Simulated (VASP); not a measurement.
Data:

```yaml
crystal:
  lattice:
    - [0.00000, 2.92450, 2.92450]
    - [2.92450, 0.00000, 2.92450]
    - [2.92450, 2.92450, 0.00000]
  atoms:
    - { symbol: Pb, position: [0.00000, 0.00000, 0.00000] }
    - { symbol: F, position: [0.25000, 0.25000, 0.25000] }
    - { symbol: F, position: [0.75000, 0.75000, 0.75000] }
```

The numbers are results of MS2 meta-GGA, VASP's PBE PAW potentials (set 64) (plane waves; VASP), not measurements. Run with 520 eV cut-off, 7×7×7 Γ-centred mesh, Gaussian smearing of 0.050 eV, potentials Pb_d F.

Question: Predict the energy per atom (σ→0), pressure.

Answer: 
```
Item                          Value
---------------------  ------------
energy per atom (σ→0)  219 meV/atom
pressure                   2.55 GPa
```

The compound is PbF2 in the fluorite structure, the β form. This cell is one point of a volume scan, at 0.97 of the reference volume.
